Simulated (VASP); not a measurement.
Here is the system:

```xyz
3
Lattice="1.6062 -2.7821 0.0000 1.6062 2.7821 0.0000 0.0000 0.0000 3.5773" Properties=species:S:1:pos:R:3 pbc="T T T"
Zr     0.0000     0.0000     0.0000
B      1.6062     0.9274     1.7887
B      1.6062    -0.9274     1.7887
```

The numbers are results of PBEsol GGA, VASP's PBE PAW potentials (set 64) (plane waves; VASP), not measurements. Numerical set-up: 400 eV cut-off, 14×14×11 Γ-centred mesh, Gaussian smearing of 0.27 eV, potentials Zr_sv B.

At this cut-off the stress carries a Pulay error, which pulls relaxed volumes low. Energy and stress use the plane-wave basis of the starting cell.

The ions, cell shape and volume are relaxed. Give the cell that the relaxation ends in.

```xyz
3
Lattice="1.5781 -2.7333 0.0000 1.5781 2.7333 0.0000 0.0000 0.0000 3.5080" Properties=species:S:1:pos:R:3 pbc="T T T"
Zr     0.0000     0.0000     0.0000
B      1.5781     0.9111     1.7540
B      1.5781    -0.9111     1.7540
```
Space group P6/mmm (191), at a tolerance of 0.03 Å.

How do energy and volume change from the first to the last step?

The energy (σ→0) changes by -22.9 meV/atom and the volume by -5.3 %, in 5 ionic steps.

```tsv
step	E(σ→0) (eV)	max force (eV/Å)	pressure (GPa)	volume (Å³)
1	-26.3332	0.000	-12.36	31.97
2	-26.2911	0.000	19.13	28.32
3	-26.4018	0.000	-0.21	30.30
4	-26.4018	0.000	0.06	30.27
5	-26.4020	0.000	0.07	30.26
```

The structure is a typed ZrB2 crystal. This run relaxes it. Symmetry was kept, so distortions that lower it aren't found. The run is one of a series of settings (EDIFFG = -0.01, IBRION = 2, ISIF = 3, NSW = 50 against the base run), some of them coarse on purpose.
